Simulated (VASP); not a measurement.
Here is the system:

```
HgTe
1.0
    0.00000     3.27536     3.27536
    3.27536     0.00000     3.27536
    3.27536     3.27536     0.00000
Hg Te
1 1
Direct
  0.00000   0.00000   0.00000
  0.25000   0.25000   0.25000
```

Level of theory: PBE GGA with D3 dispersion (zero damping), VASP's PBE PAW potentials (set 64) (plane waves; VASP). Run with 520 eV cut-off, Gaussian smearing of 0.050 eV, potentials Hg Te.

Unless said otherwise, spin-orbit coupling is left out, though it shifts the bands of the heavy elements here.

Problem. Predict the band gap (along the path) with the smallest direct gap where there is one.

Solution. 
| Quantity | Value |
|---|---|
| band gap (along the path) | none (metal, semimetal or under 0.01 eV) |

The compound is HgTe in the zinc blende structure. It was relaxed first.
